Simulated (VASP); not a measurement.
Input:

```xyz
65
Lattice="10.9371 0.0000 0.0000 0.0000 10.9371 0.0000 0.0000 0.0000 10.9371" Properties=species:S:1:pos:R:3 pbc="T T T"
Si     5.4685     0.0000     0.0000
Si     6.8357     1.3671     1.3671
Si     8.2028     2.7343     0.0000
Si     9.5699     4.1014     1.3671
Si     8.2028     0.0000     2.7343
Si     9.5699     1.3671     4.1014
Si     0.0000     0.0000     0.0000
Si     1.3671     1.3671     1.3671
Si     2.7343     2.7343     0.0000
Si     4.1289     4.1063     1.3327
Si     5.4685     5.4685     0.0000
Si     6.8357     6.8357     1.3671
Si     8.2028     8.2028     0.0000
Si     9.5699     9.5699     1.3671
Si     2.7343     0.0000     2.7343
Si     4.1357     1.3778     4.0969
Si     5.4889     2.7838     2.7480
Si     6.7872     4.0651     4.1160
Si     8.2028     5.4685     2.7343
Si     9.5699     6.8357     4.1014
Si     5.4685     0.0000     5.4685
Si     6.8357     1.3671     6.8357
Si     8.2028     2.7343     5.4685
Si     9.5699     4.1014     6.8357
Si     8.2028     0.0000     8.2028
Si     9.5699     1.3671     9.5699
Si     0.0000     5.4685     0.0000
Si     1.3671     6.8357     1.3671
Si     2.7343     8.2028     0.0000
Si     4.1014     9.5699     1.3671
Si     0.0000     2.7343     2.7343
Si     1.3739     4.1025     4.1021
Si     2.7302     5.4729     2.7420
Si     4.0546     6.8053     4.0775
Si     5.4685     8.2028     2.7343
Si     6.8357     9.5699     4.1014
Si     0.0000     0.0000     5.4685
Si     1.3671     1.3671     6.8357
Si     2.6862     2.6951     5.4429
Si     4.1371     4.0521     6.7979
Si     5.4475     5.4726     5.4297
Si     6.8357     6.8357     6.8357
Si     8.2028     8.2028     5.4685
Si     9.5699     9.5699     6.8357
Si     2.7343     0.0000     8.2028
Si     4.1014     1.3671     9.5699
Si     5.4685     2.7343     8.2028
Si     6.8357     4.1014     9.5699
Si     8.2028     5.4685     8.2028
Si     9.5699     6.8357     9.5699
Si     0.0000     8.2028     2.7343
Si     1.3671     9.5699     4.1014
Si     0.0000     5.4685     5.4685
Si     1.3671     6.8357     6.8357
Si     2.7343     8.2028     5.4685
Si     4.1014     9.5699     6.8357
Si     0.0000     2.7343     8.2028
Si     1.3671     4.1014     9.5699
Si     2.7343     5.4685     8.2028
Si     4.1014     6.8357     9.5699
Si     5.4685     8.2028     8.2028
Si     6.8357     9.5699     9.5699
Si     0.0000     8.2028     8.2028
Si     1.3671     9.5699     9.5699
C      4.0795     4.0832     4.1282
```
Cell charge -2.

Computed with PBE GGA, VASP's PBE PAW potentials (set 64) (plane waves; VASP). Settings: PREC = Normal, LREAL = Auto, ISYM = 0, NELECT = 262.0, EDIFF = 1E-5, 400 eV cut-off, 1×1×1 Γ-centred mesh, Gaussian smearing of 0.050 eV, potentials Si C.

At this cut-off the stress carries a Pulay error, which pulls relaxed volumes low. The cell is charged, with a uniform compensating background. The supercell is sampled at Γ alone, which is coarse: total energies, pressure and levels can be off, energies of defects by several tenths of an eV.

Task: The ions are relaxed. Give the cell that the relaxation ends in.

Result: 
```xyz
65
Lattice="10.9371 0.0000 0.0000 0.0000 10.9371 0.0000 0.0000 0.0000 10.9371" Properties=species:S:1:pos:R:3 pbc="T T T"
Si     5.4848    10.9026    10.8903
Si     6.8690     1.3251     1.3110
Si     8.2716     2.7230     0.0105
Si     9.6095     4.1139     1.3429
Si     8.1988    10.9118     2.7209
Si     9.5660     1.3632     4.0806
Si    10.9297    10.9294    10.8887
Si     1.3463     1.3460     1.3444
Si     2.7183     2.7198    10.9323
Si     4.1011     4.1013     1.3350
Si     5.4619     5.4624    10.9080
Si     6.8347     6.8347     1.3256
Si     8.1927     8.1933    10.8701
Si     9.5607     9.5612     1.3254
Si     2.7314    10.9235     2.6991
Si     4.1125     1.3461     4.0224
Si     5.4883     2.6878     2.6491
Si     6.8849     4.0704     3.9532
Si     8.2362     5.4759     2.6677
Si     9.5483     6.8412     4.0939
Si     5.4555     0.0030     5.4277
Si     6.7945     1.3804     6.8078
Si     8.1790     2.7425     5.4326
Si     9.5686     4.0999     6.7972
Si     8.1896    10.9329     8.1427
Si     9.5769     1.3525     9.5121
Si    10.9047     5.4839    10.8891
Si     1.3256     6.8682     1.3104
Si     2.7238     8.2691     0.0094
Si     4.1152     9.6057     1.3423
Si    10.9264     2.7308     2.7017
Si     1.3483     4.1128     4.0251
Si     2.6882     5.4884     2.6500
Si     4.0698     6.8850     3.9554
Si     5.4766     8.2348     2.6699
Si     6.8415     9.5488     4.0953
Si     0.0549     0.0549     5.4538
Si     1.4922     1.4913     6.7525
Si     2.8957     2.8929     5.2917
Si     4.5493     4.5450     7.5181
Si     5.3276     5.3267     5.1388
Si     6.5781     6.5770     6.8045
Si     8.1218     8.1214     5.5016
Si     9.5775     9.5775     6.7763
Si     2.7282     0.0135     8.1477
Si     4.0725     1.2981     9.5990
Si     5.5351     2.6325     8.3762
Si     6.8814     4.0638     9.6318
Si     8.1333     5.4058     8.1573
Si     9.5363     6.8158     9.4775
Si    10.9111     8.1979     2.7195
Si     1.3608     9.5663     4.0773
Si     0.0023     5.4562     5.4274
Si     1.3775     6.7976     6.8070
Si     2.7401     8.1810     5.4317
Si     4.0993     9.5680     6.7964
Si     0.0139     2.7275     8.1469
Si     1.2999     4.0735     9.5953
Si     2.6348     5.5341     8.3691
Si     4.0632     6.8794     9.6290
Si     5.4060     8.1327     8.1561
Si     6.8157     9.5359     9.4761
Si    10.9318     8.1907     8.1443
Si     1.3533     9.5762     9.5133
C      4.1345     4.1217     5.8045
```
Cell charge -2.

Task: How much energy does the relaxation gain?

Result: The energy (σ→0) changes by -57.6 meV/atom, in 54 ionic steps.

```tsv
step	E(σ→0) (eV)	max force (eV/Å)	pressure (GPa)	volume (Å³)
1	-331.4534	1.229	2.96	1308.29
2	-331.6823	0.500	2.98	1308.29
3	-331.6898	0.519	3.00	1308.29
4	-331.7535	0.686	3.03	1308.29
5	-331.8312	1.028	3.16	1308.29
6	-331.8598	1.120	3.17	1308.29
7	-331.9393	1.318	3.22	1308.29
8	-331.9851	2.254	3.38	1308.29
9	-331.9948	1.538	3.30	1308.29
10	-332.1040	1.832	3.31	1308.29
11	-332.4001	2.438	3.33	1308.29
12	-332.6398	3.669	3.35	1308.29
13	-332.7379	3.258	3.31	1308.29
14	-332.9616	2.010	3.23	1308.29
15	-332.9538	2.686	3.22	1308.29
16	-333.0472	2.184	3.19	1308.29
17	-333.1988	1.883	3.15	1308.29
18	-333.5655	1.328	3.07	1308.29
19	-333.8519	1.885	3.05	1308.29
20	-334.0247	1.114	3.04	1308.29
21	-334.2012	1.235	3.04	1308.29
22	-334.3805	0.848	3.10	1308.29
23	-334.5637	1.281	3.26	1308.29
24	-334.7116	0.801	3.28	1308.29
25	-334.8148	1.543	3.30	1308.29
```

The cell is a supercell with a defect, built from Si (diamond): C_i, charge -2. The run is not spin-polarised, so no state with unpaired spins was tried.
